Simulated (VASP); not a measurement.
These are r2SCAN meta-GGA, VASP's PBE PAW potentials (set 64) (plane waves; VASP) values and carry that method's errors.

The input files of a VASP run:

### KPOINTS
```
kpoints
0
Gamma
 11 11 11
```

**INCAR**
```
# general
SYSTEM   =  MgO
PREC     =  Accurate
ENCUT    =  520   # plane-wave cut-off (eV)
LREAL    =  .FALSE.
LASPH    =  .TRUE.   # aspherical one-centre terms

# electronic loop
EDIFF    =  1E-7   # SCF stop (eV)
NELM     =  100   # most electronic steps
ALGO     =  Normal
LMIXTAU  =  .TRUE.

# smearing
ISMEAR   =  0
SIGMA    =  0.05   # width (eV)

# functional
METAGGA  =  R2SCAN

# ions
ISIF     =  2   # forces and stress, cell fixed

# output
LWAVE    =  .FALSE.
LCHARG   =  .FALSE.
```

### POSCAR
```
MgO
1.0
  0.0000000000   2.0545838328   2.0545838328
  2.0545838328   0.0000000000   2.0545838328
  2.0545838328   2.0545838328   0.0000000000
Mg O
1 1
Direct
  0.0000000000   0.0000000000   0.0000000000
  0.5000000000   0.5000000000   0.5000000000
```

POTCAR, in this order: Mg O (PBE.64 set). Program: vasp_std.

The run wrote:

OUTCAR:
```
 ion  position               nearest neighbor table
   1  0.000  0.000  0.000-   2 2.05   2 2.05   2 2.05   2 2.05   2 2.05   2 2.05
   2  0.500  0.500  0.500-   1 2.05   1 2.05   1 2.05   1 2.05   1 2.05   1 2.05
  LATTYP: Found a face centered cubic cell.
 ALAT       =     4.1091676656
 Subroutine PRICEL returns:
 Original cell was already a primitive cell.
 Subroutine GETGRP returns: Found 48 space group operations
The static configuration has the point symmetry O_h .
The dynamic configuration has the point symmetry O_h .
 Subroutine INISYM returns: Found 48 space group operations
 Subroutine IBZKPT returns following result:
 Found     56 irreducible k-points:

 Following reciprocal coordinates:
            Coordinates               Weight
  0.000000  0.000000  0.000000      1.000000
  0.090909  0.000000  0.000000      8.000000
  0.181818  0.000000  0.000000      8.000000
  0.272727  0.000000  0.000000      8.000000
  0.363636  0.000000  0.000000      8.000000
  0.454545  0.000000  0.000000      8.000000
  0.090909  0.090909  0.000000      6.000000
  0.181818  0.090909  0.000000     24.000000
  0.272727  0.090909  0.000000     24.000000
  0.363636  0.090909  0.000000     24.000000
  0.454545  0.090909  0.000000     24.000000
 -0.454545  0.090909  0.000000     24.000000
 -0.363636  0.090909  0.000000     24.000000
 -0.272727  0.090909  0.000000     24.000000
 -0.181818  0.090909  0.000000     24.000000
 -0.090909  0.090909  0.000000     12.000000
  0.181818  0.181818  0.000000      6.000000
  0.272727  0.181818  0.000000     24.000000
  0.363636  0.181818  0.000000     24.000000
  0.454545  0.181818  0.000000     24.000000
 -0.454545  0.181818  0.000000     24.000000
 -0.363636  0.181818  0.000000     24.000000
 -0.272727  0.181818  0.000000     24.000000
 -0.181818  0.181818  0.000000     12.000000
...
```

File OSZICAR:
```
       N       E                     dE             d eps       ncg     rms          rms(c)
DAV:   1     0.468389414853E+01    0.46839E+01   -0.48586E+03  1072   0.899E+02
DAV:   2    -0.194932655793E+02   -0.24177E+02   -0.23445E+02  1112   0.143E+02
DAV:   3    -0.197606143713E+02   -0.26735E+00   -0.26735E+00  1184   0.164E+01
DAV:   4    -0.197609748102E+02   -0.36044E-03   -0.36044E-03  1224   0.552E-01
DAV:   5    -0.197609749112E+02   -0.10100E-06   -0.10100E-06  1176   0.788E-03    0.692E+00
DAV:   6    -0.158914908502E+02    0.38695E+01   -0.46294E+00   896   0.155E+01    0.206E+00
DAV:   7    -0.163490964018E+02   -0.45761E+00   -0.15249E+00   904   0.104E+01    0.199E+00
DAV:   8    -0.159225969263E+02    0.42650E+00   -0.21005E+00   896   0.126E+01    0.192E+00
DAV:   9    -0.160639540430E+02   -0.14136E+00   -0.66113E-01   896   0.676E+00    0.427E-01
DAV:  10    -0.161198950820E+02   -0.55941E-01   -0.41963E-02   904   0.210E+00    0.125E-01
DAV:  11    -0.161200242829E+02   -0.12920E-03   -0.65824E-04  1224   0.242E-01    0.699E-02
DAV:  12    -0.161200740434E+02   -0.49760E-04   -0.11605E-04   928   0.147E-01    0.394E-02
DAV:  13    -0.161200715297E+02    0.25137E-05   -0.33389E-04   968   0.218E-01    0.332E-03
DAV:  14    -0.161201544658E+02   -0.82936E-04   -0.18679E-05   920   0.706E-02    0.152E-03
DAV:  15    -0.161201481605E+02    0.63053E-05   -0.60965E-07  1328   0.807E-03    0.253E-03
DAV:  16    -0.161201532483E+02   -0.50878E-05   -0.88369E-07   912   0.843E-03    0.309E-04
DAV:  17    -0.161201515641E+02    0.16842E-05   -0.68650E-08   944   0.430E-03    0.729E-05
DAV:  18    -0.161201520352E+02   -0.47114E-06   -0.11298E-09   512   0.506E-04    0.296E-05
DAV:  19    -0.161201516536E+02    0.38160E-06   -0.21314E-10   528   0.202E-04    0.108E-05
DAV:  20    -0.161201518706E+02   -0.21699E-06   -0.15616E-10   472   0.172E-04    0.441E-06
DAV:  21    -0.161201518538E+02    0.16816E-07   -0.11336E-11   520   0.476E-05
   1 F= -.16120152E+02 E0= -.16120152E+02  d E =-.652132E-18
```

**OUTCAR**
```
------------------------ aborting loop because EDIFF is reached ----------------------------------------
  FORCE on cell =-STRESS in cart. coord.  units (eV):
  Direction    XX          YY          ZZ          XY          YZ          ZX
  --------------------------------------------------------------------------------------
  Total        1.3032446      1.3032446      1.3032446      0.0000000      0.0000000      0.0000000
  in kB      120.3746217    120.3746217    120.3746217      0.0000000      0.0000000      0.0000000
  external PRESSURE =     120.3746217 kB  Pullay stress =       0.0000000 kB
  volume of cell :       17.35
      direct lattice vectors                 reciprocal lattice vectors
     0.000000000  2.054583833  2.054583833    -0.243358286  0.243358286  0.243358286
     2.054583833  0.000000000  2.054583833     0.243358286 -0.243358286  0.243358286
     2.054583833  2.054583833  0.000000000     0.243358286  0.243358286 -0.243358286
  FREE ENERGIE OF THE ION-ELECTRON SYSTEM (eV)
  ---------------------------------------------------
  free  energy   TOTEN  =       -16.1201518538 eV

  energy  without entropy=      -16.1201518538  energy(sigma->0) =      -16.12015185
```
(Selected blocks of OUTCAR.)

### OUTCAR
```
 val. band max:        3.3438608490   @ k =   0.0000   0.0000   0.0000

 cond. band min:       9.7345784811   @ k =   0.0000   0.0000   0.0000


 Fermi energy:         3.6276328313

 k-point     1 :       0.0000    0.0000    0.0000
  band No.  band energies     occupation
      1     -15.2522      2.00000
      2       3.3439      2.00000
      3       3.3439      2.00000
      4       3.3439      2.00000
      5       9.7346      0.00000
      6      20.6127      0.00000
      7      20.6127      0.00000
      8      20.6127      0.00000

 k-point     2 :       0.0909    0.0000    0.0000
  band No.  band energies     occupation
      1     -15.1549      2.00000
      2       2.7975      2.00000
      3       3.2782      2.00000
      4       3.2782      2.00000
      5      10.2505      0.00000
      6      19.5112      0.00000
      7      20.8476      0.00000
      8      20.8476      0.00000

 k-point     3 :       0.1818    0.0000    0.0000
  band No.  band energies     occupation
      1     -14.8811      2.00000
      2       1.5733      2.00000
      3       3.1069      2.00000
      4       3.1069      2.00000
      5      11.3312      0.00000
      6      18.0758      0.00000
      7      21.3972      0.00000
      8      21.3972      0.00000

 k-point     4 :       0.2727    0.0000    0.0000
  band No.  band energies     occupation
      1     -14.4931      2.00000
      2       0.2291      2.00000
      3       2.8927      2.00000
      4       2.8927      2.00000
      5      12.2497      0.00000
      6      17.4014      0.00000
      7      21.7731      0.00000
      8      21.7731      0.00000

 k-point     5 :       0.3636    0.0000    0.0000
  band No.  band energies     occupation
      1     -14.1002      2.00000
      2      -0.8873      2.00000
      3       2.7047      2.00000
      4       2.7047      2.00000
      5      12.6162      0.00000
      6      17.5789      0.00000
      7      21.7217      0.00000
...
```

The compound is MgO in the rock salt structure. This cell is one point of a volume scan, at 0.94 of the reference volume.
